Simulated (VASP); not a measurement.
Computed with PBEsol GGA, VASP's PBE PAW potentials (set 64) (plane waves; VASP 6.6.1).

A VASP calculation is set up with these files.

**INCAR**
```
# general
SYSTEM  = Zr
PREC    = Accurate
ENCUT   = 520
LREAL   = .FALSE.
LASPH   = .TRUE.

# electronic loop
EDIFF   = 1E-6
NELM    = 100
ALGO    = Normal
LMAXMIX = 4

# smearing
ISMEAR  = 1
SIGMA   = 0.1

# functional
GGA     = PS

# ions
IBRION  = 2
NSW     = 60
ISIF    = 3
EDIFFG  = -0.01

# output
LWAVE   = .FALSE.
LCHARG  = .FALSE.
```

### POSCAR
```
Zr
1
    1.6150000000    -2.7972620000     0.0000000000
    1.6150000000     2.7972620000     0.0000000000
    0.0000000000     0.0000000000     5.1500000000
Zr
2
Direct
  0.3333330000   0.6666670000   0.2500000000
  0.6666670000   0.3333330000   0.7500000000
```

### KPOINTS
```
Automatic mesh
0
Gamma
12 12 7
0 0 0
```

POTCAR, in this order: Zr_sv (PBE.64 set). Program: vasp_std.

The run wrote:

File OSZICAR:
```
       N       E                     dE             d eps       ncg     rms          rms(c)
DAV:   1     0.213110754115E+03    0.21311E+03   -0.13529E+04  2432   0.149E+03
DAV:   2    -0.449242850793E+01   -0.21760E+03   -0.21568E+03  3104   0.413E+02
DAV:   3    -0.186854179900E+02   -0.14193E+02   -0.14025E+02  4568   0.780E+01
DAV:   4    -0.189761044371E+02   -0.29069E+00   -0.29066E+00  2688   0.120E+01
DAV:   5    -0.189838569479E+02   -0.77525E-02   -0.77525E-02  3888   0.138E+00    0.151E+01
DAV:   6    -0.182814059603E+02    0.70245E+00   -0.10791E+00  2536   0.894E+00    0.591E+00
DAV:   7    -0.181385340832E+02    0.14287E+00   -0.69308E-01  3552   0.615E+00    0.115E+00
DAV:   8    -0.181419672511E+02   -0.34332E-02   -0.37026E-02  3208   0.170E+00    0.313E-01
DAV:   9    -0.181422767996E+02   -0.30955E-03   -0.21264E-03  3032   0.484E-01    0.314E-02
DAV:  10    -0.181422465695E+02    0.30230E-04   -0.60204E-05  3696   0.487E-02    0.242E-02
DAV:  11    -0.181422491020E+02   -0.25325E-05   -0.10114E-05  2672   0.422E-02    0.278E-03
DAV:  12    -0.181422490652E+02    0.36837E-07   -0.33299E-07  1760   0.480E-03
   1 F= -.18142249E+02 E0= -.18141920E+02  d E =-.181422E+02
       N       E                     dE             d eps       ncg     rms          rms(c)
DAV:   1    -0.190815753293E+02   -0.93933E+00   -0.30906E+01  2944   0.582E+01    0.103E+01
DAV:   2    -0.182520513024E+02    0.82952E+00   -0.24789E+00  2688   0.153E+01    0.297E+00
DAV:   3    -0.180969800555E+02    0.15507E+00   -0.10276E+00  3536   0.767E+00    0.191E+00
DAV:   4    -0.181241955839E+02   -0.27216E-01   -0.84573E-02  3056   0.137E+00    0.773E-01
DAV:   5    -0.181433550136E+02   -0.19159E-01   -0.70782E-02  3648   0.154E+00    0.272E-01
DAV:   6    -0.181430718586E+02    0.28315E-03   -0.27475E-03  3336   0.438E-01    0.948E-02
DAV:   7    -0.181431405455E+02   -0.68687E-04   -0.16009E-04  3352   0.133E-01    0.650E-03
DAV:   8    -0.181431435278E+02   -0.29823E-05   -0.39921E-06  3024   0.145E-02    0.465E-03
DAV:   9    -0.181431467895E+02   -0.32617E-05   -0.27748E-06  2192   0.118E-02    0.209E-03
DAV:  10    -0.181431466930E+02    0.96500E-07   -0.26807E-07  1424   0.478E-03
   2 F= -.18143147E+02 E0= -.18143184E+02  d E =-.897628E-03
       N       E                     dE             d eps       ncg     rms          rms(c)
DAV:   1    -0.183644951118E+02   -0.22135E+00   -0.72213E+00  2744   0.288E+01    0.454E+00
DAV:   2    -0.181927151150E+02    0.17178E+00   -0.70922E-01  3008   0.790E+00    0.158E+00
DAV:   3    -0.181475744043E+02    0.45141E-01   -0.24589E-01  3544   0.388E+00    0.843E-01
DAV:   4    -0.181536023033E+02   -0.60279E-02   -0.23495E-02  3016   0.759E-01    0.359E-01
DAV:   5    -0.181582872157E+02   -0.46849E-02   -0.14474E-02  3680   0.708E-01    0.169E-01
DAV:   6    -0.181583771743E+02   -0.89959E-04   -0.66876E-04  2840   0.214E-01    0.373E-02
DAV:   7    -0.181583889361E+02   -0.11762E-04   -0.23721E-05  3800   0.430E-02    0.164E-02
DAV:   8    -0.181583903617E+02   -0.14256E-05   -0.59369E-06  2912   0.278E-02    0.398E-03
DAV:   9    -0.181583904433E+02   -0.81568E-07   -0.26724E-07  1512   0.452E-03
   3 F= -.18158390E+02 E0= -.18158269E+02  d E =-.161414E-01
       N       E                     dE             d eps       ncg     rms          rms(c)
DAV:   1    -0.181584808121E+02   -0.90450E-04   -0.31877E-03  2864   0.598E-01    0.979E-02
DAV:   2    -0.181583991617E+02    0.81650E-04   -0.29634E-04  3040   0.163E-01    0.320E-02
DAV:   3    -0.181583797999E+02    0.19362E-04   -0.10752E-04  3528   0.796E-02    0.181E-02
DAV:   4    -0.181583836117E+02   -0.38117E-05   -0.98562E-06  2624   0.151E-02    0.763E-03
DAV:   5    -0.181583871923E+02   -0.35806E-05   -0.68294E-06  2960   0.164E-02    0.299E-03
DAV:   6    -0.181583874361E+02   -0.24381E-06   -0.34893E-07  1344   0.601E-03
   4 F= -.18158387E+02 E0= -.18158270E+02  d E =-.161384E-01
       N       E                     dE             d eps       ncg     rms          rms(c)
DAV:   1    -0.181610118518E+02   -0.26247E-02   -0.13970E-01  2432   0.352E+00    0.265E-01
DAV:   2    -0.181592999179E+02    0.17119E-02   -0.43278E-03  2840   0.523E-01    0.123E-01
DAV:   3    -0.181588281812E+02    0.47174E-03   -0.18592E-03  3288   0.311E-01    0.205E-02
DAV:   4    -0.181588317461E+02   -0.35649E-05   -0.28861E-05  2904   0.518E-02    0.949E-03
DAV:   5    -0.181588324153E+02   -0.66923E-06   -0.17427E-06  2144   0.119E-02
   5 F= -.18158832E+02 E0= -.18158851E+02  d E =-.444979E-03
       N       E                     dE             d eps       ncg     rms          rms(c)
DAV:   1    -0.181617353929E+02   -0.29036E-02   -0.17416E-01  2432   0.392E+00    0.296E-01
DAV:   2    -0.181595863983E+02    0.21490E-02   -0.54215E-03  2840   0.583E-01    0.137E-01
DAV:   3    -0.181589930693E+02    0.59333E-03   -0.23472E-03  3280   0.349E-01    0.229E-02
DAV:   4    -0.181589974667E+02   -0.43974E-05   -0.36349E-05  2912   0.579E-02    0.106E-02
DAV:   5    -0.181589983363E+02   -0.86959E-06   -0.21784E-06  2312   0.132E-02
   6 F= -.18158998E+02 E0= -.18159178E+02  d E =-.610900E-03
```

### OUTCAR
```
------------------------ aborting loop because EDIFF is reached ----------------------------------------
  FORCE on cell =-STRESS in cart. coord.  units (eV):
  Direction    XX          YY          ZZ          XY          YZ          ZX
  --------------------------------------------------------------------------------------
  Total        0.0155178      0.0155178      0.0125548      0.0000000      0.0000000      0.0000000
  in kB        0.5535204      0.5535203      0.4478289      0.0000000      0.0000000      0.0000000
  external PRESSURE =       0.5182898 kB  Pullay stress =       0.0000000 kB
  volume of cell :       44.92
      direct lattice vectors                 reciprocal lattice vectors
     1.590082589 -2.754103781  0.000000000     0.314449075 -0.181547262 -0.000000000
     1.590082589  2.754103781  0.000000000     0.314449075  0.181547262 -0.000000000
     0.000000000  0.000000000  5.128352483    -0.000000000  0.000000000  0.194994397
 POSITION                                       TOTAL-FORCE (eV/Angst)
 -----------------------------------------------------------------------------------
      1.59008      0.91804      1.28209         0.000000      0.000000      0.000000
      1.59008     -0.91804      3.84626        -0.000000     -0.000000      0.000000
 -----------------------------------------------------------------------------------
    total drift:                                0.000000      0.001122     -0.000019
  FREE ENERGIE OF THE ION-ELECTRON SYSTEM (eV)
  ---------------------------------------------------
  free  energy   TOTEN  =       -18.1589983363 eV

  energy  without entropy=      -18.1595385384  energy(sigma->0) =      -18.15917840

 reached required accuracy - stopping structural energy minimisation
```
(Selected blocks of OUTCAR.)

### CONTCAR
```
Zr
   1.00000000000000
     1.5900825892778490   -2.7541037811360738    0.0000000000000000
     1.5900825892778490    2.7541037811360738    0.0000000000000000
     0.0000000000000000    0.0000000000000000    5.1283524825333009
  Zr
     2
Direct
     0.3333330000000032    0.6666669999999968    0.2500000000000000
     0.6666669999999968    0.3333330000000032    0.7500000000000000
```

**OUTCAR**
```
 val. band max:        9.2592326271   @ k =   0.1667  -0.0000   0.2857

 cond. band min:       9.2933350762   @ k =   0.3333   0.3333   0.4286


 Fermi energy:         9.2808516716

 k-point     1 :       0.0000    0.0000    0.0000
  band No.  band energies     occupation
      1     -39.3955      2.00000
      2     -39.2226      2.00000
      3     -18.0029      2.00000
      4     -17.0198      2.00000
      5     -17.0198      2.00000
      6     -16.8894      2.00000
      7     -16.8705      2.00000
      8     -16.8705      2.00000
      9       3.5349      2.00000
     10       6.1243      2.00000
     11      10.1532     -0.00000
     12      10.1532     -0.00000
     13      10.1846     -0.00000
     14      10.4946     -0.00000
     15      10.8538     -0.00000
     16      10.8538     -0.00000

 k-point     2 :       0.0833    0.0000    0.0000
  band No.  band energies     occupation
      1     -39.3861      2.00000
      2     -39.2183      2.00000
      3     -17.9789      2.00000
      4     -17.0755      2.00000
      5     -17.0376      2.00000
      6     -16.9280      2.00000
      7     -16.8989      2.00000
      8     -16.8780      2.00000
      9       3.7399      2.00000
     10       6.3146      2.00000
     11       9.6647     -0.00000
     12      10.0859     -0.00000
     13      10.3446     -0.00000
     14      10.5495     -0.00000
     15      10.6899     -0.00000
     16      11.0343     -0.00000

 k-point     3 :       0.1667   -0.0000    0.0000
  band No.  band energies     occupation
      1     -39.3598      2.00000
      2     -39.2070      2.00000
      3     -17.9103      2.00000
      4     -17.2271      2.00000
      5     -17.0844      2.00000
      6     -17.0805      2.00000
      7     -16.9279      2.00000
      8     -16.9000      2.00000
      9       4.3130      2.00000
     10       6.7944      2.00000
     11       9.0772      2.01417
     12       9.2091      1.93181
     13      10.2254     -0.00000
...
```

Energy and stress use the plane-wave basis of the starting cell.

The compound is Zr in the hcp structure. This run relaxes it. Symmetry was kept, so distortions that lower it aren't found.
